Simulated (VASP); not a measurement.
Here is the system:

```
CELL_PARAMETERS angstrom
      0.00000     3.28846     3.28846
      3.28846     0.00000     3.28846
      3.28846     3.28846     0.00000
ATOMIC_POSITIONS crystal
  Hg 0.00000 0.00000 0.00000
  Te 0.25000 0.25000 0.25000
```

Computed with PBE GGA, VASP's PBE PAW potentials (set 64) (plane waves; VASP). Settings: 300 eV cut-off, 9×9×9 Γ-centred mesh, Fermi-Dirac smearing of 0.050 eV, potentials Hg Te.

Q: Give the energies of bands 2 to 12 at the high-symmetry points, in eV from the Fermi level.

A: 
| band | Γ | X | U | L | W |
|---|---|---|---|---|---|
| 2 | -7.06 | -6.88 | -6.88 | -6.95 | -6.85 |
| 3 | -7.06 | -6.76 | -6.81 | -6.95 | -6.82 |
| 4 | -7.06 | -6.76 | -6.68 | -6.57 | -6.63 |
| 5 | -6.59 | -6.53 | -6.56 | -6.57 | -6.61 |
| 6 | -6.59 | -6.19 | -6.11 | -6.31 | -6.05 |
| 7 | -0.85 | -5.16 | -5.17 | -5.16 | -5.22 |
| 8 | 0.00 | -2.06 | -2.65 | -0.89 | -2.40 |
| 9 | 0.00 | -2.06 | -1.71 | -0.89 | -2.33 |
| 10 | 0.00 | 1.91 | 2.24 | 0.70 | 2.98 |
| 11 | 4.32 | 2.62 | 4.03 | 5.08 | 4.67 |
| 12 | 4.32 | 8.03 | 7.00 | 5.08 | 5.27 |

It has no gap at this level: it comes out as a metal or semimetal.

The structure is a typed HgTe crystal. The cell was not relaxed at this level.
